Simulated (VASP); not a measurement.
Data:

```xyz
4
Lattice="3.2534 0.0000 0.0000 -1.6267 2.8175 0.0000 0.0000 0.0000 8.1242" Properties=species:S:1:pos:R:3 pbc="T T T"
W      0.0000     0.0000     0.0000
W     -1.6267     2.8175     4.0621
Sb     0.0000     1.8783     2.0310
Sb     1.6267     0.9392     6.0931
```

Calculation: PBEsol GGA, VASP's PBE PAW potentials (set 64) (plane waves; VASP). Settings: 400 eV cut-off, 12×12×5 Γ-centred mesh, tetrahedra with Blöchl corrections, potentials W_sv Sb.

The cores are frozen, which limits the accuracy of field gradients.

**Question.** Give the principal components of the electric field gradient (V/Å²) and the asymmetry η at each nucleus.

**Answer.** 
```csv
atom,Vxx,Vyy,Vzz,η
W1,-7.4,-7.3,14.7,0.00
W2,-7.4,-7.3,14.7,0.00
Sb3,56.9,56.9,-113.8,0.00
Sb4,56.9,56.9,-113.8,0.00
```

The structure was generated: WSb was put into the NiAs type type (P6_3/mmc), which need not be its known phase. It was relaxed first, which changed the volume by -44 %.
